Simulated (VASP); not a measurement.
All values below come from PBE GGA, VASP's PBE PAW potentials (set 64) (plane waves; VASP 6.6.1).

The input files of a VASP run:

POSCAR:
```
CdSe
1
    0.0000000000     3.0702700000     3.0702700000
    3.0702700000     0.0000000000     3.0702700000
    3.0702700000     3.0702700000     0.0000000000
Cd Se
1 1
Direct
  0.0000000000   0.0000000000   0.0000000000
  0.7500000000   0.7500000000   0.7500000000
```

### KPOINTS
```
Automatic
0
gamma
  7 7 7
0 0 0
```

INCAR:
```
! general
SYSTEM  = CdSe
PREC    = Accurate
ENCUT   = 480   ! plane-wave cut-off (eV)
LREAL   = .FALSE.   ! projection in real space or not
LASPH   = .TRUE.   ! aspherical one-centre terms

! electronic loop
EDIFF   = 1E-6
NELM    = 100   ! most electronic steps
ALGO    = Normal
LMAXMIX = 4   ! l cut-off of mixed one-centre charges

! smearing
ISMEAR  = 0
SIGMA   = 0.05   ! width (eV)

! functional
GGA     = PE   ! PBE

! ions
IBRION  = 2
NSW     = 60
ISIF    = 3   ! ions, shape and volume
EDIFFG  = -0.01

! output
LWAVE   = .FALSE.
LCHARG  = .FALSE.
```

POTCAR, in this order: Cd Se (PBE.64 set). Program: vasp_std.

Output

### OSZICAR
```
       N       E                     dE             d eps       ncg     rms          rms(c)
DAV:   1     0.101897996721E+03    0.10190E+03   -0.85260E+03   528   0.116E+03
DAV:   2    -0.145597769422E+01   -0.10335E+03   -0.98977E+02   630   0.279E+02
DAV:   3    -0.584742117771E+01   -0.43914E+01   -0.43812E+01   615   0.594E+01
DAV:   4    -0.586903228314E+01   -0.21611E-01   -0.21610E-01   570   0.425E+00
DAV:   5    -0.586916605452E+01   -0.13377E-03   -0.13377E-03   595   0.307E-01    0.612E+00
DAV:   6    -0.550898785869E+01    0.36018E+00   -0.68193E-01   672   0.107E+01    0.480E+00
DAV:   7    -0.548817495044E+01    0.20813E-01   -0.16395E-01   570   0.306E+00    0.209E+00
DAV:   8    -0.548899607692E+01   -0.82113E-03   -0.14726E-02   530   0.179E+00    0.243E-01
DAV:   9    -0.548913511368E+01   -0.13904E-03   -0.20336E-03   590   0.672E-01    0.495E-02
DAV:  10    -0.548920728756E+01   -0.72174E-04   -0.23428E-04   555   0.222E-01    0.459E-02
DAV:  11    -0.548925390343E+01   -0.46616E-04   -0.81993E-05   530   0.714E-02    0.137E-02
DAV:  12    -0.548925280596E+01    0.10975E-05   -0.76086E-06   613   0.405E-02    0.497E-03
DAV:  13    -0.548925344479E+01   -0.63883E-06   -0.23303E-06   519   0.128E-02
   1 F= -.54892534E+01 E0= -.54892534E+01  d E =-.548925E+01
       N       E                     dE             d eps       ncg     rms          rms(c)
DAV:   1    -0.575788685568E+01   -0.26863E+00   -0.56061E+00   565   0.317E+01    0.417E+00
DAV:   2    -0.552775190990E+01    0.23013E+00   -0.55309E-01   550   0.115E+01    0.141E+00
DAV:   3    -0.550075368474E+01    0.26998E-01   -0.66846E-02   550   0.298E+00    0.126E+00
DAV:   4    -0.549739349983E+01    0.33602E-02   -0.47344E-03   535   0.578E-01    0.252E-01
DAV:   5    -0.549719548560E+01    0.19801E-03   -0.89191E-04   590   0.411E-01    0.441E-02
DAV:   6    -0.549719496683E+01    0.51878E-06   -0.12293E-04   550   0.148E-01    0.246E-02
DAV:   7    -0.549720201646E+01   -0.70496E-05   -0.10722E-05   580   0.252E-02    0.753E-03
DAV:   8    -0.549720181957E+01    0.19689E-06   -0.10740E-06   335   0.149E-02
   2 F= -.54972018E+01 E0= -.54972018E+01  d E =-.794837E-02
       N       E                     dE             d eps       ncg     rms          rms(c)
DAV:   1    -0.551056645649E+01   -0.13364E-01   -0.26637E-01   570   0.672E+00    0.824E-01
DAV:   2    -0.549913477598E+01    0.11432E-01   -0.29307E-02   560   0.264E+00    0.270E-01
DAV:   3    -0.549794419477E+01    0.11906E-02   -0.32710E-03   535   0.631E-01    0.235E-01
DAV:   4    -0.549784127891E+01    0.10292E-03   -0.21277E-04   535   0.142E-01    0.384E-02
DAV:   5    -0.549783848966E+01    0.27892E-05   -0.37721E-05   605   0.893E-02    0.158E-02
DAV:   6    -0.549783996368E+01   -0.14740E-05   -0.64766E-06   545   0.349E-02    0.542E-03
DAV:   7    -0.549783983411E+01    0.12957E-06   -0.54931E-07   400   0.560E-03
   3 F= -.54978398E+01 E0= -.54978398E+01  d E =-.858639E-02
```

### OUTCAR
```
------------------------ aborting loop because EDIFF is reached ----------------------------------------
  FORCE on cell =-STRESS in cart. coord.  units (eV):
  Direction    XX          YY          ZZ          XY          YZ          ZX
  --------------------------------------------------------------------------------------
  Total        0.0038855      0.0038855      0.0038855      0.0000000     -0.0000000     -0.0000000
  in kB        0.1042393      0.1042393      0.1042393      0.0000000     -0.0000000     -0.0000000
  external PRESSURE =       0.1042393 kB  Pullay stress =       0.0000000 kB
  volume of cell :       59.72
      direct lattice vectors                 reciprocal lattice vectors
    -0.000000000  3.102415680  3.102415680    -0.161164735  0.161164735  0.161164735
     3.102415680  0.000000000  3.102415680     0.161164735 -0.161164735  0.161164735
     3.102415680  3.102415680 -0.000000000     0.161164735  0.161164735 -0.161164735
  FREE ENERGIE OF THE ION-ELECTRON SYSTEM (eV)
  ---------------------------------------------------
  free  energy   TOTEN  =        -5.4978398341 eV

  energy  without entropy=       -5.4978398341  energy(sigma->0) =       -5.49783983

 reached required accuracy - stopping structural energy minimisation
```
(Selected blocks of OUTCAR.)

**CONTCAR**
```
CdSe
   1.00000000000000
    -0.0000000000000000    3.1024156796532312    3.1024156796532312
     3.1024156796532312    0.0000000000000000    3.1024156796532312
     3.1024156796532312    3.1024156796532312   -0.0000000000000000
  Cd              Se
     1     1
Direct
     0.0000000000000000    0.0000000000000000    0.0000000000000000
     0.7500000000000000    0.7500000000000000    0.7500000000000000
```

Energy and stress use the plane-wave basis of the starting cell.

The structure comes from a computed database's CdSe entry (F-43m); how it stands against other phases isn't given here. This run relaxes it. Symmetry was kept, so distortions that lower it aren't found.
